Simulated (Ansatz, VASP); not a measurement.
# Te2Pt (1T-PtTe2 4 layers, AA): VASP beside Ansatz

Aim: how closely do two programs agree when they are given the same cell, functional and k mesh? Of the first pair: The structure shown is the start of the Ansatz relaxation below; VASP solves that cell, so the two are compared at the walk's first step.

Method: plane waves, with VASP 6.6.1 beside it; PBE with D3(BJ), in Ansatz 0.2.0.

## Step 1: The structure

The cell holds 12 atoms: 8 Te and 4 Pt. Cell: a = 4.020 Å, b = 4.020 Å, c = 70.393 Å, α = 90.0°, β = 90.0°, γ = 120.0°. Vacuum lies along c.

## Step 2: Ansatz: relaxation, PBE with D3(BJ)

Ansatz runs on its PAW soft_1 files.

The two programs are compared at the cell with which this relaxation starts, whose forces are those of its first step.

input.yaml reads:

```yaml
crystal:
  lattice:
    - [4.02, 0.0, 0.0]
    - [-2.01, 3.4814221232, 0.0]
    - [0.0, 0.0, 70.393307106]
  atoms:
    - { symbol: Te, position: [0.6666666667, 0.3333333333, 0.3601194637] }
    - { symbol: Pt, position: [0.0, 0.0, 0.3775098015] }
    - { symbol: Te, position: [0.3333333333, 0.6666666667, 0.3949001392] }
    - { symbol: Te, position: [0.6666666667, 0.3333333333, 0.441779596] }
    - { symbol: Pt, position: [0.0, 0.0, 0.4591699338] }
    - { symbol: Te, position: [0.3333333333, 0.6666666667, 0.4765602716] }
    - { symbol: Te, position: [0.6666666667, 0.3333333333, 0.5234397284] }
    - { symbol: Pt, position: [0.0, 0.0, 0.5408300662] }
    - { symbol: Te, position: [0.3333333333, 0.6666666667, 0.558220404] }
    - { symbol: Te, position: [0.6666666667, 0.3333333333, 0.6050998608] }
    - { symbol: Pt, position: [0.0, 0.0, 0.6224901985] }
    - { symbol: Te, position: [0.3333333333, 0.6666666667, 0.6398805363] }
  periodic: [true, true, false]
kpoints:
  mp_grid: { grid: [12, 12, 1] }
hamiltonian:
  xc: pbe
  dispersion: d3bj
  pseudopotentials: { kind: paw, azcp: { folder: soft_1 } }
scf:
  occupations: { method: fermi_dirac, width: 0.05 }
  convergence: { dr2_threshold: 1.0e-09 }
relax:
  f_tol: 0.004
  max_steps: 90
  cell: {}
output:
  write_potential: true
  write_density: true
  volumetric_format: npy
```

Command:

```console
$ ansatz run input.yaml --threads 4 --pin off --max-ram 12288MiB --backend cpu --events-out ev --progress --plain --runs-dir out
```

Numbers of over 12 decimals in the logs are rounded to 6 here.

The log of the run:

```text
Warning: relax.cell: scf.convergence.dr2_threshold = 1e-9 eV is looser than the 1.36101874331e-10 eV advised for a relaxation that steers and ends on the stress (1e-10 eV for each atom of the cell: 12, times the square of relax.cell.stress_2d_tol = 0.05 N/m over 29.7 Å (the atoms' height at the walk's start and 5 Å past either face), 1.684e-2 GPa, over a crystal's default 0.05). What an SCF threshold leaves in a stress goes as its square root, and in the free energy as the threshold itself, and one threshold admits the most on a small cell: [figures from the program's tests cut] Set scf.convergence.dr2_threshold to 1.36101874331e-10 eV or tighter. [rest of the remark cut]
Engine: ansatz 0.2.0, x86_64-unknown-linux-gnu
Pseudopotentials: kind: paw
Pseudopotential: Te, paw, valence charge 16, recommended cutoff 420 eV (normal), soft_1/Te.paw.azcp
Pseudopotential: Pt, paw, valence charge 18, recommended cutoff 420 eV (normal), soft_1/Pt.paw.azcp
Functional definition: PBE
  parameter kappa = 0.804
  parameter beta = 0.066725
  exchange = pbe_x(kappa = kappa, mu = beta*pi^2/3)
  correlation = pbe_c(beta = beta)
Crystal: 12 atoms, lattice volume = 985.177 Å³
Basis set: ecut = 420 eV, 19339 PW (Γ), exchange–correlation on 54×54×960 points (8 copies of the dense FFT grid, shifted against one another)
Bands: 120, of which v1, the nominal top of the filled ones, is band 100 counted from 1 (99 counted from 0)
Symmetry: 12 space group operations
Space group: P-3m1 (ITA 164), of the structure as read, at distance tolerance 1.0e-4 Å
k-points: 19 of 144
Non-local potential: Te, projectors of the file, l = 0: 2, l = 1: 2, l = 2: 2, l = 3: 1
Non-local potential: Pt, projectors of the file, l = 0: 3, l = 1: 2, l = 2: 2, l = 3: 1
PAW form: soft (Blöchl's): semilocal exchange-correlation on the pseudo side does not see the compensation charge
PAW one-centre angular grid: Te, 590 points (default); XC on 64 Gauss nodes
PAW one-centre angular grid: Pt, 590 points (default); XC on 64 Gauss nodes
Initial density: superposition of atomic densities (neutral atoms: chi_scale 0, normalization atom)
Initial wavefunctions: pseudopotential atomic-orbital guess
Functional: x = pbe(κ = 0.804, μ = 0.219515), c = pbe(β = 0.066725)
SCF iter   1: F=—  HF=-105949.567175 eV  |F-HF|=—  |Δ(HF+E_count)|=         —  Δρ=3.12e-2  dr2=8.99e0  ethr=3.10e-3  ⟨swp⟩=14.1  Hψ=13572  notcnv=0  defer=52
preconditioner: auto → LDOS  [metal: Δε(μ)=0.137 eV  Ē_g=8.905 eV  σ=0.050 eV  W_gap=0.45  n_scr=184 (ndim 8)  ℏωp=11.1 eV  f_vac=0.668  D(μ)=1.47/eV (n_scr^D=10)  β→1.0]
SCF iter   2: F=—  HF=-105953.768143 eV  |F-HF|=—  |Δ(HF+E_count)|=    4.20e0  Δρ=4.11e-2  dr2=3.00e1  ethr=3.10e-3  ⟨swp⟩=4.7  Hψ=6525  notcnv=0  defer=168  recentre
SCF iter   3: F=—  HF=-105948.066085 eV  |F-HF|=—  |Δ(HF+E_count)|=    5.70e0  Δρ=9.31e-3  dr2=6.67e-1  ethr=3.10e-3  ⟨swp⟩=4.0  Hψ=5787  notcnv=0  defer=148
SCF iter   4: F=—  HF=-105947.972627 eV  |F-HF|=—  |Δ(HF+E_count)|=   9.35e-2  Δρ=1.86e-3  dr2=8.95e-2  ethr=3.33e-4  ⟨swp⟩=3.5  Hψ=4702  notcnv=0  defer=158
SCF iter   5: F=—  HF=-105947.958596 eV  |F-HF|=—  |Δ(HF+E_count)|=   1.40e-2  Δρ=3.57e-4  dr2=3.07e-3  ethr=4.48e-5  ⟨swp⟩=4.0  Hψ=4290  notcnv=0  defer=158
SCF iter   6: F=—  HF=-105947.958285 eV  |F-HF|=—  |Δ(HF+E_count)|=   3.12e-4  Δρ=1.25e-4  dr2=6.25e-4  ethr=1.53e-6  ⟨swp⟩=3.9  Hψ=4970  notcnv=0  defer=158
SCF iter   7: F=—  HF=-105947.958407 eV  |F-HF|=—  |Δ(HF+E_count)|=   1.22e-4  Δρ=6.58e-5  dr2=7.33e-5  ethr=3.13e-7  ⟨swp⟩=2.3  Hψ=2989  notcnv=0  defer=158
SCF iter   8: F=—  HF=-105947.958437 eV  |F-HF|=—  |Δ(HF+E_count)|=   2.97e-5  Δρ=1.49e-5  dr2=3.57e-6  ethr=3.67e-8  ⟨swp⟩=3.0  Hψ=3676  notcnv=0  defer=158
SCF iter   9: F=—  HF=-105947.958667 eV  |F-HF|=—  |Δ(HF+E_count)|=   2.31e-4  Δρ=5.98e-6  dr2=4.92e-7  ethr=1.78e-9  ⟨swp⟩=3.0  Hψ=4954  notcnv=0  defer=158
SCF iter  10: F=—  HF=-105947.958667 eV  |F-HF|=—  |Δ(HF+E_count)|=   2.15e-7  Δρ=1.89e-6  dr2=7.31e-8  ethr=2.46e-10  ⟨swp⟩=3.7  Hψ=4854  notcnv=0  defer=158
SCF iter  11: F=—  HF=-105947.958667 eV  |F-HF|=—  |Δ(HF+E_count)|=   1.06e-8  Δρ=4.96e-7  dr2=2.86e-9  ethr=3.66e-11  ⟨swp⟩=3.1  Hψ=3940  notcnv=0  defer=158
SCF iter  12: F=-105947.958668 eV  HF=-105947.958668 eV  |F-HF|=8.40e-9  |Δ(HF+E_count)|=   3.48e-8  Δρ=1.83e-7  dr2=3.11e-10  ethr=1.00e-12  ⟨swp⟩=12.6  Hψ=17576  notcnv=0
SCF 1 converged in 12 iterations: F = -105947.958668 eV  dr2 = 3.11e-10
[...]
SCF converged after 8 iterations
an eigenvalue changed by more than its tolerance at an iteration that met the thresholds in force, so the SCF went on 2 times, its first undamped step at iteration 6: the last check found none over its tolerance
Free energy (F): -105949.721502 eV
Harris-Foulkes:  -105949.721502 eV  (|F-HF|=2.33e-10)
Internal energy: -105949.679246 eV  (E = F + TS)
E sigma→0 (E₀):  -105949.700374 eV
Entropy (-TS):   -0.042255 eV (-3.521 meV/atom)
Fermi energy:    -4.373707 eV
--- Per-component energies (eV) ---
  E_band       = -6415.669230
  E_kinetic    = 3771.249625
  E_local      = -2806177.637647  (includes V_loc(G=0)·N_el)
  E_nonlocal   = 1336.393998
  E_hartree    = 1400496.623046
  E_xc         = -1913.782382
  E_vxc        = -1907.325988  (∫ρ·V_xc dr)
  E_paw        = -75301.813687  (= ΣΔE_a)
  E_vpaw       = -4431.639514  (= ΣTr[D̂ρ^β])
  E_aug_tail   = 0.004973  (compensation charges beyond the density's cutoff)
  E_ewald      = 1371845.352866
  E_disp       = -6.070037  (pairwise vdW)
  E_smearing   = -0.042255  (= −TS)
  E_closure    = -0.000000  (closes the sum)
  Σ components = -105949.721502   (vs F -105949.721502, Δ=0.00e0)
--- Forces (eV/Å), atoms counted from 1 ---
  atom   1  Te     0.00000000     0.00000000    -0.00061861
  atom   2  Pt     0.00000000    -0.00000000     0.00110750
  atom   3  Te    -0.00000000    -0.00000000    -0.00100424
  atom   4  Te     0.00000000     0.00000000    -0.00000231
  atom   5  Pt     0.00000000    -0.00000000     0.00012007
  atom   6  Te    -0.00000000     0.00000000    -0.00028148
  atom   7  Te     0.00000000    -0.00000000     0.00028148
  atom   8  Pt    -0.00000000     0.00000000    -0.00012007
  atom   9  Te    -0.00000000    -0.00000000     0.00000231
  atom  10  Te     0.00000000     0.00000000     0.00100424
  atom  11  Pt     0.00000000     0.00000000    -0.00110750
  atom  12  Te    -0.00000000     0.00000000     0.00061861
  max |Σ_I F_I| component: 4.63e-18 eV/Å
--- 2D stress c σ (N/m, compression-positive) ---
       -0.012871      -0.000000       0.000000
        0.000000      -0.012871       0.000000
        0.000000       0.000000      -0.000000
  P = ½ c Tr σ = -0.0129 N/m
--- Band table (eV; the first three rows and the last of 19) ---
  k-point 0: bands = [... 96 lower, -4.8397, -4.8397, -4.0660, -3.3636, -3.3636, -3.2029, -2.9217, -2.9217, ... 16 higher]
  k-point 1: bands = [... 96 lower, -4.8641, -4.4024, -4.1667, -3.7561, -3.5052, -3.3520, -3.0161, -3.0006, ... 16 higher]
  k-point 2: bands = [... 96 lower, -5.1701, -5.0195, -4.6943, -4.1497, -3.7341, -3.6270, -3.4975, -3.1829, ... 16 higher]
  k-point 18: bands = [... 96 lower, -6.5072, -6.5072, -6.1806, -6.1806, -4.4518, -4.4518, -3.7865, -3.7865, ... 16 higher]
  the weakly bound empty levels are not read free of the cell's end (no_gap_told)
--- Relaxed structure (11 steps of the walk, 10 accepted, 1 SCFs on fresh bases) ---
  F+E_penalty+E_count = -105949.72150156 eV   max|allowed force component| = 1.107e-3 eV/Å   (the final SCF, on the basis selected at the relaxed cell)
  cell:  # Å, volume = 991.8544 Å³
    - [4.033601, 0, 0]
    - [-2.016801, 3.493201, 0]
    - [0, 0, 70.393307106]
  atoms:
    - { symbol: Te, position: [0.666667, 0.333333, 0.371171] }
    - { symbol: Pt, position: [1.7448017375610513e-17, 0, 0.390972] }
    - { symbol: Te, position: [0.333333, 0.666667, 0.410162] }
    - { symbol: Te, position: [0.666667, 0.333333, 0.444198] }
    - { symbol: Pt, position: [5.753654777869205e-18, 0, 0.463609] }
    - { symbol: Te, position: [0.333333, 0.666667, 0.483106] }
    - { symbol: Te, position: [0.666667, 0.333333, 0.516894] }
    - { symbol: Pt, position: [-5.753654777869203e-18, 0, 0.536391] }
    - { symbol: Te, position: [0.333333, 0.666667, 0.555802] }
    - { symbol: Te, position: [0.666667, 0.333333, 0.589838] }
    - { symbol: Pt, position: [-1.7448017375610525e-17, 0, 0.609028] }
    - { symbol: Te, position: [0.333333, 0.666667, 0.628829] }
```

[end of part 1 of 2]

[Lines on the potential files, build, host, timing and source positions are cut from VASP's logs without a mark.]

[Logs are printed without paths, hosts, clocks, repeated set-up lines and the standing remarks that a program may print on its own settings, such as how far it seeks lower states.]

[Hosts, paths, dates, database ids (printed as entryN), source tags and the programs' standing remarks are cut or masked in the printed files.]
